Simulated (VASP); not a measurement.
Calculation: optB88-vdW, VASP's PBE PAW potentials (set 64) (plane waves; VASP).

VASP ran on this input.

INCAR:
```
GGA = BO
LUSE_VDW = .TRUE.
LREAL = .FALSE.   # projection in real space or not
LASPH = .TRUE.
ISIF = 3   # ions, shape and volume
EDIFFG = -0.01
SYSTEM = CuZn
PREC = Accurate
NSW = 60
NELM = 100   # most electronic steps
EDIFF = 1E-6   # SCF stop (eV)
LCHARG = .FALSE.
ENCUT = 520
PARAM1 = 0.1833333333
ALGO = Normal
IBRION = 2   # conjugate gradients
PARAM2 = 0.22
AGGAC = 0.0
SIGMA = 0.1   # width (eV)
LWAVE = .FALSE.
ISMEAR = 1
LMAXMIX = 4   # l cut-off of mixed one-centre charges
```

**POSCAR**
```
CuZn
1.0
  2.9500000000   0.0000000000   0.0000000000
  0.0000000000   2.9500000000   0.0000000000
  0.0000000000   0.0000000000   2.9500000000
Zn Cu
1 1
Direct
  0.5000000000   0.5000000000   0.5000000000
  0.0000000000   0.0000000000   0.0000000000
```

### KPOINTS
```
Automatic mesh
0
Gamma
11 11 11
0 0 0
```

POTCAR, in this order: Zn Cu (PBE.64 set). Program: vasp_std.

Q: What will the output report for the number of irreducible k-points (NKPTS), largest plane-wave count, number of space-group operations, FFT grid (NGX, NGY, NGZ)?

A: 
| Property | Value |
|---|---|
| number of irreducible k-points (NKPTS) | 56 |
| largest plane-wave count | 739 |
| number of space-group operations | 48 |
| FFT grid (NGX, NGY, NGZ) | 24 × 24 × 24 |

The compound is CuZn in the CsCl type structure. This run relaxes it. Symmetry was kept, so distortions that lower it aren't found. The electron count is odd and the run is not spin-polarised, which forces a metal.
